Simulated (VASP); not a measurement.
Input:

```yaml
crystal:
  lattice:
    - [0.00000, 3.02974, 3.02974]
    - [3.02974, 0.00000, 3.02974]
    - [3.02974, 3.02974, 0.00000]
  atoms:
    - { symbol: Cd, position: [0.00000, 0.00000, 0.00000] }
    - { symbol: Se, position: [0.25000, 0.25000, 0.25000] }
```

The numbers are results of PBE GGA with D3 dispersion (zero damping), VASP's PBE PAW potentials (set 64) (plane waves; VASP), not measurements. Settings: 520 eV cut-off, 8×8×8 Γ-centred mesh, Gaussian smearing of 0.050 eV, potentials Cd Se.

Q: What does the run give for the energy per atom (σ→0), pressure, band gap (on the k-mesh) with the smallest direct gap where there is one?

A: 
```yaml
band gap (on the k-mesh): 0.63 eV
smallest direct gap (on the k-mesh): 0.63 eV
energy per atom (σ→0): -3.000 eV/atom
pressure: 1.65 GPa
```

Only differences to runs with the same potentials and settings are physical.

The compound is CdSe in the zinc blende structure, whereas wurtzite is the usual form. This cell is one point of a volume scan, at 0.97 of the reference volume.
